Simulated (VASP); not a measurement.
```yaml
crystal:
  lattice:
    - [0.00000, 2.07290, 2.07290]
    - [2.07290, 0.00000, 2.07290]
    - [2.07290, 2.07290, 0.00000]
  atoms:
    - { symbol: Ti, position: [0.00000, 0.00000, 0.00000] }
    - { symbol: N, position: [0.50000, 0.50000, 0.50000] }
```

Calculation: r2SCAN+rVV10, VASP's PBE PAW potentials (set 64) (plane waves; VASP 6.6.1). Numerical set-up: 520 eV cut-off, 15×15×15 Γ-centred mesh, first-order Methfessel-Paxton smearing of 0.10 eV, potentials Ti_sv N.

### Question
Give the stress tensor in GPa (positive for a compressed cell).

### Answer

```
21.01   0.00   0.00
 0.00  21.01   0.00
 0.00   0.00  21.01
```
The pressure is its mean diagonal, 21.01 GPa.

The compound is TiN in the rock salt structure. This cell is one point of a volume scan, at 0.94 of the reference volume. The electron count is odd and the run is not spin-polarised, which forces a metal.
